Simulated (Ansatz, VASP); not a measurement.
# AlBAs2 (CuAu-ordered zincblende type (invented)) in two plane-wave programs

One calculation is typed for both programs; each brings its own data sets. How far apart do they land? The cell is generated by rule, not measured, and may not be a known phase. The cell is taken from a series of runs on this material, whose earlier steps may have relaxed, scaled, displaced or heated it; both programs get it as it stands.

Method: plane waves, with VASP 6.6.1 beside it; relaxation of cell and atoms at LDA, in Ansatz 0.2.0.

## Step 1: Starting point

It takes space group P-4m2 (No. 115, tetragonal). Conventional cell: a = 3.612 Å, b = 3.612 Å, c = 5.378 Å, α = 90.00°, β = 90.00°, γ = 90.00°. Nearest to B lie 4 As at 2.13 Å. Al has 4 As at 2.38 Å nearest. Nearest to As lie 2 B at 2.13 Å and 2 Al at 2.38 Å. Farther neighbours are not listed.

Coordinates:

```xyz
4
Lattice="3.6116 0.0000 0.0000 0.0000 3.6116 0.0000 0.0000 0.0000 5.3785" Properties=species:S:1:pos:R:3 pbc="T T T"
B     0.0000    0.0000    0.0000
Al    1.8058    1.8058    2.6892
As    0.0000    1.8058    1.1328
As    1.8058    0.0000    4.2456
```

## Step 2: VASP: relaxation of cell and atoms, LDA, pair 1

The relaxed volume is the usual yardstick between codes: in a stiff, nearly cubic crystal its relative difference is about their pressure difference at one cell divided by the bulk modulus.

Lines of VASP's logs that name or quote its potential files are left out, and so is its time.

Contents of INCAR:

```
SYSTEM = AlBAs2
PREC = Accurate
ENCUT = 500
EDIFF = 1E-07
NELM = 120
ISMEAR = 0
SIGMA = 0.01
LREAL = .FALSE.
ALGO = Normal
GGA = CA
NBANDS = 14
LORBIT = 11
LWAVE = .FALSE.
LCHARG = .FALSE.
ISIF = 3
IBRION = 2
NSW = 80
EDIFFG = -0.005
LASPH = .TRUE.
GGA_COMPAT = .FALSE.
NELMIN = 4
EFERMI = MIDGAP
KPAR = 2
```

Contents of POSCAR:

```
AlBAs2
1.0
    3.6115570000      0.0000000000      0.0000000000
    0.0000000000      3.6115570000      0.0000000000
    0.0000000000      0.0000000000      5.3784620000
B Al As
1 1 2
Direct
    0.0000000000      0.0000000000      0.0000000000
    0.4999998616      0.4999998616      0.5000000000
    0.0000000000      0.4999998616      0.2106232228
    0.4999998616      0.0000000000      0.7893767772
```

Contents of KPOINTS:

```
Automatic mesh
0
Gamma
10 10 8
0 0 0
```

The projector-augmented-wave data sets are B, Al and As (LDA family, release 64).

Launch:

```console
$ mpirun -np 2 vasp_std
```

Numbers of over 12 decimals in the logs are rounded to 6 here.

The program printed:

```text
[banner, memory and clock lines left out]
running    2 mpi-ranks, on    1 nodes
 distrk:  each k-point on    1 cores,    2 groups
 distr:  one band on    1 cores,    1 groups

 POSCAR found type information on POSCAR B AlAs
 POSCAR found :  3 types and       4 ions
 LDA part: xc-table for (Slater(with rela. corr.)+CA(PZ))
 , standard interpolation
 POSCAR, INCAR and KPOINTS ok, starting setup
 FFT: planning ... GRIDC
 FFT: planning ... GRID_SOFT
 FFT: planning ... GRID
 WAVECAR not read
 entering main loop
       N       E                     dE             d eps       ncg     rms          rms(c)
DAV:   1     0.391097306859E+02    0.39110E+02   -0.62936E+03  2940   0.940E+02
DAV:   2    -0.199568232051E+02   -0.59067E+02   -0.53686E+02  3958   0.140E+02
DAV:   3    -0.231845032304E+02   -0.32277E+01   -0.31919E+01  3810   0.347E+01
DAV:   4    -0.232164199603E+02   -0.31917E-01   -0.31908E-01  3462   0.389E+00
DAV:   5    -0.232168101486E+02   -0.39019E-03   -0.39017E-03  3858   0.439E-01    0.539E+00
DAV:   6    -0.226982564983E+02    0.51855E+00   -0.41324E-01  3582   0.422E+00    0.300E+00
DAV:   7    -0.225628046698E+02    0.13545E+00   -0.21901E-01  3672   0.271E+00    0.932E-01
DAV:   8    -0.225539877754E+02    0.88169E-02   -0.21869E-02  3606   0.922E-01    0.185E-01
DAV:   9    -0.225538591958E+02    0.12858E-03   -0.20941E-03  3492   0.320E-01    0.634E-02
DAV:  10    -0.225538553631E+02    0.38327E-05   -0.21415E-04  3690   0.807E-02    0.295E-02
DAV:  11    -0.225538600721E+02   -0.47090E-05   -0.15829E-05  3570   0.283E-02    0.800E-03
DAV:  12    -0.225538603007E+02   -0.22860E-06   -0.81745E-07  3690   0.726E-03    0.270E-03
DAV:  13    -0.225538603022E+02   -0.14977E-08   -0.38046E-07  3468   0.373E-03
   1 F= -.22553860E+02 E0= -.22553860E+02  d E =-.225539E+02
[...]
2 F= -.22554227E+02 E0= -.22554227E+02  d E =-.366599E-03
[...]
3 F= -.22554463E+02 E0= -.22554463E+02  d E =-.602758E-03
[...]
4 F= -.22554463E+02 E0= -.22554463E+02  d E =-.602531E-03
 curvature:  -0.31 expect dE=-0.301E-05 dE for cont linesearch -0.215E-06
 ZBRENT: accuracy reached
 trial: gam= 0.02366 g(F)=  0.598E-05 g(S)=  0.374E-05 ort =-0.370E-04 (trialstep = 0.925E+00)
 search vector abs. value=  0.908E-05
 bond charge predicted
       N       E                     dE             d eps       ncg     rms          rms(c)
DAV:   1    -0.225544680007E+02   -0.51659E-05   -0.14835E-04  3336   0.749E-02    0.484E-03
DAV:   2    -0.225544682564E+02   -0.25573E-06   -0.95200E-06  3696   0.193E-02    0.261E-03
DAV:   3    -0.225544681580E+02    0.98443E-07   -0.32772E-07  3732   0.393E-03    0.134E-03
DAV:   4    -0.225544681410E+02    0.16979E-07   -0.47293E-08  1758   0.143E-03
   5 F= -.22554468E+02 E0= -.22554468E+02  d E =-.530748E-05
 trial-energy change:   -0.000005  1 .order   -0.000005   -0.000008   -0.000002
 step:   1.3221(harm=  1.3221)  dis= 0.00051  next Energy=   -22.554469 (dE=-0.585E-05)
 reached required accuracy - stopping structural energy minimisation
```

From OUTCAR (step 2):

```text
ion  position               nearest neighbor table
   1  0.000  0.000  0.000-   3 2.13   4 2.13   3 2.13   4 2.13
   2  0.500  0.500  0.500-   3 2.38   4 2.38   3 2.38   4 2.38
   3  0.000  0.500  0.211-   1 2.13   1 2.13   2 2.38   2 2.38
   4  0.500  0.000  0.789-   1 2.13   1 2.13   2 2.38   2 2.38

  LATTYP: Found a simple tetragonal cell.
 ALAT       =     3.6115570000
 C/A-ratio  =     1.4892363598

 Subroutine GETGRP returns: Found  8 space group operations
 (whereof  8 operations were pure point group operations)

The static configuration has the point symmetry D_2d.

 Found    105 irreducible k-points:

   k-points           NKPTS =    105   k-points in BZ     NKDIM =    105   number of bands    NBANDS=     14

   dimension x,y,z NGX =    28 NGY =   28 NGZ =   40
   dimension x,y,z NGXF=    56 NGYF=   56 NGZF=   80

   ENCUT  =  500.0 eV  36.75 Ry    6.06 a.u.   6.58  6.58  9.81*2*pi/ulx,y,z

   NELECT =      16.0000    total number of electrons

 k-points in reciprocal lattice and weights: Automatic mesh
   0.00000000  0.00000000  0.00000000       0.001
   0.10000000  0.00000000  0.00000000       0.005
   0.20000000  0.00000000  0.00000000       0.005
   0.30000000  0.00000000  0.00000000       0.005
   0.40000000  0.00000000  0.00000000       0.005
   0.50000000  0.00000000  0.00000000       0.003
   0.10000000  0.10000000  0.00000000       0.005
   0.20000000  0.10000000  0.00000000       0.010
   0.30000000  0.10000000  0.00000000       0.010
[...]
0.50000000  0.40000000  0.50000000       0.005
   0.50000000  0.50000000  0.50000000       0.001

 average (electrostatic) potential at core
       1 -33.5226       2 -73.0297       3 -52.3878       4 -52.3878

 E-fermi :   5.8021

 k-point     1 :       0.0000    0.0000    0.0000
  band No.  band energies     occupation
    ...
      4       1.8034      2.00000
      5       1.8034      2.00000
      6       4.9703      2.00000
      7       5.5275      2.00000
      8       5.5275      2.00000
      9       6.0768      0.00000
     10       6.3122      0.00000
     11       8.6015      0.00000
     12       8.7122      0.00000
     13       8.7427      0.00000
    ...

 k-point     2 :       0.1000    0.0000    0.0000
  band No.  band energies     occupation
    ...
      4       1.2728      2.00000
      5       1.8751      2.00000
      6       4.5472      2.00000
      7       4.8102      2.00000
      8       5.4988      2.00000
      9       6.2468      0.00000
     10       6.9709      0.00000
     11       8.5515      0.00000
     12       8.8288      0.00000
     13       8.9986      0.00000
    ...

 k-point     3 :       0.2000    0.0000    0.0000
  band No.  band energies     occupation
    ...
      4       0.4072      2.00000
      5       2.0805      2.00000
      6       3.1344      2.00000
      7       3.9923      2.00000
      8       5.3955      2.00000
      9       6.5002      0.00000
     10       8.2939      0.00000
     11       8.8859      0.00000
     12       9.0882      0.00000
     13       9.3846      0.00000
    ...

  Total       -0.0008144     -0.0008144     -0.0114722      0.0000000      0.0000000      0.0000000
  in kB       -0.0185019     -0.0185019     -0.2606156      0.0000000      0.0000000      0.0000000
  external PRESSURE =      -0.0992064 kB  Pullay stress =       0.0000000 kB

  energy-cutoff  :      500.00
  volume of cell :       70.53
      direct lattice vectors                 reciprocal lattice vectors
     3.618087377  0.000000000 -0.000000000     0.276389124  0.000000000  0.000000000
     0.000000000  3.618087377  0.000000000     0.000000000  0.276389124  0.000000000
    -0.000000000  0.000000000  5.387660007     0.000000000  0.000000000  0.185609337

 POSITION                                       TOTAL-FORCE (eV/Angst)
 -----------------------------------------------------------------------------------
      0.00000      0.00000     -0.00000         0.000000      0.000000      0.000000
      1.80904      1.80904      2.69383        -0.000000      0.000000      0.000000
     -0.00000      1.80904      1.13519        -0.000000      0.000000      0.001576
      1.80904      0.00000      4.25247        -0.000000      0.000000     -0.001576
 -----------------------------------------------------------------------------------
    total drift:                                0.000087      0.000087      0.000000

  FREE ENERGIE OF THE ION-ELECTRON SYSTEM (eV)
  ---------------------------------------------------
  free  energy   TOTEN  =       -22.5544681410 eV

  energy  without entropy=      -22.5544681410  energy(sigma->0) =      -22.55446814

 reached required accuracy - stopping structural energy minimisation

 total charge
# of ion       s       p       d       tot
------------------------------------------
    1        0.638   1.038   0.000   1.676
    2        0.421   0.429   0.000   0.850
    3        1.193   1.683   0.050   2.925
    4        1.193   1.683   0.050   2.925
--------------------------------------------------
tot          3.445   4.832   0.099   8.376

[... 3 further parts left out ...]
```

The run keeps the 8 symmetry operations of its start, so it cannot find a distortion of lower symmetry.

## Step 3: Ansatz: relaxation of cell and atoms, LDA, pair 1

Ansatz runs on its default PAW (the set named soft_2) files.

The same cell, functional (in two slightly different forms) and mesh now go to Ansatz, which takes its cutoff from its data sets.

Contents of input.yaml:

```yaml
crystal:
  lattice:
    - [3.6115566226, 0.0, 0.0]
    - [0.0, 3.6115566226, 0.0]
    - [0.0, 0.0, 5.3784622548]
  atoms:
    - { symbol: B, position: [0.0, 0.0, 0.0] }
    - { symbol: Al, position: [0.5, 0.5, 0.5] }
    - { symbol: As, position: [0.0, 0.5, 0.2106232952] }
    - { symbol: As, position: [0.5, 0.0, 0.7893767048] }
kpoints:
  mp_grid: { grid: [10, 10, 8] }
hamiltonian:
  xc: lda
scf:
  occupations: { method: fixed }
output:
  forces: true
  stress: true
  eigenvalues: true
relax:
  adjacent_minimum: "off"
  f_tol: 0.001
  max_steps: 60
  cell: { stress_tol: 0.01 }
```

Launch:

```console
$ ansatz run input.yaml --threads 2 --pin off --max-ram 5120MiB --backend cpu --events-out ev --progress --plain --runs-dir out
```

The program printed:

```text
Engine: ansatz 0.2.0, aarch64-unknown-linux-gnu
Pseudopotentials: kind: paw
Pseudopotential: B, paw, valence charge 3, recommended cutoff 420 eV (normal), B.paw.azcp
Pseudopotential: Al, paw, valence charge 3, recommended cutoff 420 eV (normal), Al.paw.azcp
Pseudopotential: As, paw, valence charge 15, recommended cutoff 420 eV (normal), As.paw.azcp
Functional definition: SPW92
  exchange = slater_x
  correlation = pw_c
Crystal: 4 atoms, lattice volume = 70.153 Å³
Basis set: ecut = 420 eV, 1377 PW (Γ)
Bands: 22, of which v1, the nominal top of the filled ones, is band 18 counted from 1 (17 counted from 0)
Symmetry: 8 space group operations
Space group: P-4m2 (ITA 115), of the structure as read, at distance tolerance 4.1e-5 Å
k-points: 105 of 800 (time reversal used)
Non-local potential: B, projectors of the file, l = 0: 2, l = 1: 2, l = 2: 1
Non-local potential: Al, projectors of the file, l = 0: 2, l = 1: 2, l = 2: 1
Non-local potential: As, projectors of the file, l = 0: 2, l = 1: 2, l = 2: 3, l = 3: 1
PAW form: soft (Blöchl's): semilocal exchange-correlation on the pseudo side does not see the compensation charge
PAW frozen core: B, regenerated for the run's functional, and the local potential with it (the file was generated under x = pbe(κ = 0.804, μ = 0.219515), c = pbe(β = 0.066725))
PAW frozen core: Al, regenerated for the run's functional, and the local potential with it (the file was generated under x = pbe(κ = 0.804, μ = 0.219515), c = pbe(β = 0.066725))
PAW frozen core: As, regenerated for the run's functional, and the local potential with it (the file was generated under x = pbe(κ = 0.804, μ = 0.219515), c = pbe(β = 0.066725))
PAW one-centre angular grid: B, 110 points (default); XC on 64 Gauss nodes
PAW one-centre angular grid: Al, 110 points (default); XC on 64 Gauss nodes
PAW one-centre angular grid: As, 590 points (default); XC on 64 Gauss nodes
Initial density: superposition of atomic densities (neutral atoms: chi_scale 0, normalization atom), corrected by the library's trained network
Initial wavefunctions: pseudopotential atomic-orbital guess
Functional: x = slater, c = lda
SCF iter   1: F=—  HF=-10210.137604 eV  |F-HF|=—  |Δ(HF+E_count)|=         —  Δρ=6.26e-3  dr2=3.84e-2  ethr=1.77e-3  ⟨swp⟩=5.0  Hψ=9461  notcnv=0  defer=184
preconditioner: auto → none  [insulator: Δε(μ)=0.588 eV  Ē_g=9.120 eV  n_scr=16 (ndim 8)  ℏωp=17.7 eV  f_vac=0.001  ε∞_Penn≈4.8]
SCF iter   2: F=—  HF=-10210.129729 eV  |F-HF|=—  |Δ(HF+E_count)|=   7.87e-3  Δρ=3.01e-3  dr2=1.46e-2  ethr=1.07e-4  ⟨swp⟩=2.8  Hψ=4051  notcnv=0  defer=210
SCF iter   3: F=—  HF=-10210.126124 eV  |F-HF|=—  |Δ(HF+E_count)|=   3.61e-3  Δρ=1.45e-3  dr2=9.19e-4  ethr=4.05e-5  ⟨swp⟩=2.7  Hψ=3243  notcnv=0  defer=210
SCF iter   4: F=—  HF=-10210.125924 eV  |F-HF|=—  |Δ(HF+E_count)|=   2.00e-4  Δρ=4.82e-4  dr2=1.02e-4  ethr=2.55e-6  ⟨swp⟩=2.7  Hψ=3977  notcnv=0  defer=210
SCF iter   5: F=—  HF=-10210.125905 eV  |F-HF|=—  |Δ(HF+E_count)|=   1.93e-5  Δρ=1.11e-4  dr2=4.32e-6  ethr=2.85e-7  ⟨swp⟩=2.0  Hψ=3078  notcnv=0  defer=167
SCF iter   6: F=—  HF=-10210.125904 eV  |F-HF|=—  |Δ(HF+E_count)|=   1.69e-7  Δρ=1.40e-5  dr2=9.56e-8  ethr=2.78e-10  ⟨swp⟩=5.8  Hψ=11825  notcnv=0
SCF iter   7: F=-10210.125904 eV  HF=-10210.125904 eV  |F-HF|=2.69e-10  |Δ(HF+E_count)|=   5.84e-9  Δρ=2.12e-6  dr2=1.39e-9  ethr=2.65e-10  ⟨swp⟩=2.5  Hψ=7748  notcnv=0
SCF 1 converged in 7 iterations: F = -10210.125904 eV  dr2 = 1.39e-9
  greatest PAW one-centre occupation: 0.999 electrons in one spin orbital (limit 2), on the As atom at site 3 (counted from 0), in its partial waves of l = 2
relax step   1: F+E_penalty+E_count = -10210.12590441 eV  Δ(F+E_penalty+E_count) = +0.000e0 eV  max|allowed force component| = 1.266e-4 eV/Å  Δτ_max = 0.0000 Å  P = -0.002 GPa  Ω = 70.153 Å³  (7 SCF iters, dr2 threshold 1.00e-7 eV, accepted)
Initial density: handed on by an earlier stage of this run
Initial wavefunctions: pseudopotential atomic-orbital guess (no wavefunctions were taken with the density)
iter 1 solved again at ethr=2.24e-8 eV; its pass at ethr=3.10e-3 eV (dr2=8.05e-6 eV) is discarded
SCF iter   1: F=—  HF=-10210.125905 eV  |F-HF|=—  |Δ(HF+E_count)|=         —  Δρ=2.08e-6  dr2=1.35e-9  ethr=2.24e-8  ⟨swp⟩=2.9  Hψ=14910  notcnv=0  defer=207
preconditioner: auto → none  [insulator: Δε(μ)=0.546 eV  Ē_g=9.105 eV  n_scr=16 (ndim 8)  ℏωp=17.7 eV  f_vac=0.000  ε∞_Penn≈4.8]
SCF iter   2: F=—  HF=-10210.125904 eV  |F-HF|=—  |Δ(HF+E_count)|=   1.61e-7  Δρ=1.13e-6  dr2=5.01e-10  ethr=3.76e-12  ⟨swp⟩=2.9  Hψ=4431  notcnv=0  defer=153
SCF iter   3: F=—  HF=-10210.125904 eV  |F-HF|=—  |Δ(HF+E_count)|=  1.75e-10  Δρ=4.13e-7  dr2=1.74e-10  ethr=1.39e-12  ⟨swp⟩=2.0  Hψ=3131  notcnv=0  defer=153
SCF iter   4: F=—  HF=-10210.125904 eV  |F-HF|=—  |Δ(HF+E_count)|=  1.46e-11  Δρ=1.33e-7  dr2=2.61e-11  ethr=1.00e-12  ⟨swp⟩=2.0  Hψ=2815  notcnv=0  defer=153
SCF iter   5: F=—  HF=-10210.125904 eV  |F-HF|=—  |Δ(HF+E_count)|=  1.82e-12  Δρ=3.62e-8  dr2=1.73e-12  ethr=1.00e-12  ⟨swp⟩=1.0  Hψ=2310  notcnv=0  defer=153
SCF iter   6: F=-10210.125904 eV  HF=-10210.125904 eV  |F-HF|=0.00e0  |Δ(HF+E_count)|=  5.46e-12  Δρ=9.78e-9  dr2=6.01e-14  ethr=1.00e-12  ⟨swp⟩=8.0  Hψ=11517  notcnv=0
SCF 2 converged in 6 iterations: F = -10210.125904 eV  dr2 = 6.01e-14
  greatest PAW one-centre occupation: 0.999 electrons in one spin orbital (limit 2), on the As atom at site 2 (counted from 0), in its partial waves of l = 2
relax step   2: F+E_penalty+E_count = -10210.12590441 eV  Δ(F+E_penalty+E_count) = -2.401e-10 eV  max|allowed force component| = 1.295e-4 eV/Å  Δτ_max = 0.0000 Å  P = -0.002 GPa  Ω = 70.153 Å³  stress off target by 1.88e-3 GPa  SCF on the basis re-selected at this cell (its energy is not comparable with the rows above)  (6 SCF iters)
basis re-selected at this cell: Δ(F+E_penalty+E_count) = -2.401e-10 eV, ΔP = -0.000 GPa vs the last step (what re-selecting the basis moved, of the pressure what is left beyond the Pulay correction that the steps carried, after the strain that the cell walked since its last selection, with what the two solves' SCF thresholds leave and, on support functions, any second-order correction that the steps lacked; it is no  [...]
SCF converged after 6 iterations
Free energy (F): -10210.125904 eV
Harris-Foulkes:  -10210.125904 eV  (|F-HF|=0.00e0)
Internal energy: -10210.125904 eV  (E = F + TS)
E sigma→0 (E₀):  -10210.125904 eV
Fermi energy:    8.915026 eV
--- Per-component energies (eV) ---
  E_band       = -489.439666
  E_kinetic    = 279.303452
  E_local      = -3922.183322  (includes V_loc(G=0)·N_el)
  E_nonlocal   = -1305.765556
  E_hartree    = 2121.236044
  E_xc         = -229.445385
  E_vxc        = -226.874568  (∫ρ·V_xc dr)
  E_paw        = -4025.197722  (= ΣΔE_a)
  E_vpaw       = 443.608230  (= ΣTr[D̂ρ^β])
  E_aug_tail   = 0.000009  (compensation charges beyond the density's cutoff)
  E_ewald      = -3132.325436
  E_core_change = 4.252011  (= ΣΔE_core)
  E_smearing   = -0.000000  (= −TS)
  E_closure    = -0.000000  (closes the sum)
  Σ components = -10210.125904   (vs F -10210.125904, Δ=0.00e0)
--- Forces (eV/Å), atoms counted from 1 ---
  atom   1  B     -0.00000000     0.00000000     0.00000000
  atom   2  Al    -0.00000000     0.00000000     0.00000000
  atom   3  As     0.00000000     0.00000000     0.00012950
  atom   4  As     0.00000000     0.00000000    -0.00012950
  max |Σ_I F_I| component: 1.06e-16 eV/Å
--- Stress (GPa, compression-positive) ---
       -0.001883       0.000000      -0.000000
        0.000000      -0.001883       0.000000
       -0.000000       0.000000      -0.001640
  P = ⅓ Tr σ = -0.0018 GPa (-0.018 kbar)
--- Band table (eV; the first three rows and the last of 105) ---
  k-point 0: bands = [... 14 lower, 5.1796, 8.3564, 8.9150, 8.9150, 9.4615, 9.7097, 11.9966, 12.1149]
  k-point 1: bands = [... 14 lower, 5.2166, 7.8256, 8.7249, 8.7249, 9.4932, 9.9717, 11.8795, 12.4379]
  k-point 2: bands = [... 14 lower, 5.3141, 6.8080, 8.3270, 8.3270, 9.6075, 10.3265, 11.7222, 13.1173]
  k-point 104: bands = [... 14 lower, 4.0917, 4.1607, 4.4766, 4.4766, 12.6566, 12.6566, 12.7644, 14.1849]
--- Relaxed structure (1 steps of the walk, 1 accepted, 1 SCFs on fresh bases) ---
  F+E_penalty+E_count = -10210.12590441 eV   max|allowed force component| = 1.295e-4 eV/Å   (the final SCF, on the basis selected at the relaxed cell)
  cell:  # Å, volume = 70.1531 Å³
    - [3.6115566226, 0.0, 0.0]
    - [0.0, 3.6115566226, 0.0]
    - [0.0, 0.0, 5.3784622548]
  atoms:
    - { symbol: B, position: [0.0, 0.0, 0.0] }
    - { symbol: Al, position: [0.5, 0.5, 0.5] }
    - { symbol: As, position: [0.0, 0.5, 0.210623] }
    - { symbol: As, position: [0.5, 0.0, 0.789377] }
```

## Step 4: Side by side

Known differences besides the potentials themselves: the two LDA forms differ slightly; fixed occupations in Ansatz, narrow Gaussian smearing in VASP; the data sets hold 36 valence electrons in Ansatz (on its default PAW (the set named soft_2) files) and 16 in VASP; the cutoff is 420 eV in Ansatz and 500 eV in VASP; VASP's log shows a relativistic correction to its local exchange, Ansatz's none; Ansatz adds a Pulay correction to the stress that steers its cell, VASP none. Total energies have different zeros and are not compared.

The two programs side by side:

| quantity | Ansatz | VASP | difference |
| --- | --- | --- | --- |
| volume (Å³) | 70.15 | 70.53 | -0.53 % |
| edge a after relaxation, in the typed setting (Å) | 3.612 | 3.618 | -0.18 % |
| edge c after relaxation, in the typed setting (Å) | 5.378 | 5.388 | -0.17 % |

[end of part 1 of 2]

[Lines on the potential files, build, host, timing and source positions are cut from VASP's logs without a mark.]

[Logs are printed without paths, hosts, clocks, repeated set-up lines and the standing remarks that a program may print on its own settings, such as how far it seeks lower states.]

[Hosts, paths, dates, database ids (printed as entryN), source tags and the programs' standing remarks are cut or masked in the printed files.]
